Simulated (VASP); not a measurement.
CdSe (zinc blende), at 1.04 of the tabulated volume:

```
CELL_PARAMETERS angstrom
      0.00000     3.06481     3.06481
      3.06481     0.00000     3.06481
      3.06481     3.06481     0.00000
ATOMIC_POSITIONS crystal
  Cd 0.00000 0.00000 0.00000
  Se 0.25000 0.25000 0.25000
```

The lowest empty band near Γ, direction [100], from mBJ (TB09) with spin-orbit coupling in VASP (PAW); its two spin partners are averaged. The gap over the points computed is 1.79 eV, and the next band on that side lies 4.62 eV away at the edge.

Settings: 400 eV cut-off, 8×8×8 Γ-centred mesh, Gaussian smearing of 0.050 eV, potentials Cd Se.

```json
[
 {"distance from the edge in k (1/Å)": "0.012", "distance in energy (meV)": "3.2"},
 {"distance from the edge in k (1/Å)": "0.018", "distance in energy (meV)": "7.3"},
 {"distance from the edge in k (1/Å)": "0.025", "distance in energy (meV)": "14.1"},
 {"distance from the edge in k (1/Å)": "0.035", "distance in energy (meV)": "27.6"},
 {"distance from the edge in k (1/Å)": "0.050", "distance in energy (meV)": "55.5"},
 {"distance from the edge in k (1/Å)": "0.070", "distance in energy (meV)": "106.5"}
]
```

Question: Fit E(1 + αE) = ħ²k²/2m* (ħ²/2m0 = 3.810 eV Å²) and predict the row at 0.095 1/Å.

Answer: Least squares on the energies gives the electron mass m* = 0.168 m0 and α = 0.44 per eV, and so 189.6 meV. The run gave 188.7 meV, -0.9 meV from the fit.

Left out are points under 3 meV from the edge, since the levels carry 0.1 meV, and points farther than half the way to the next band.

The compound is CdSe in the zinc blende structure, whereas wurtzite is the usual form. The cell was not relaxed at this level.
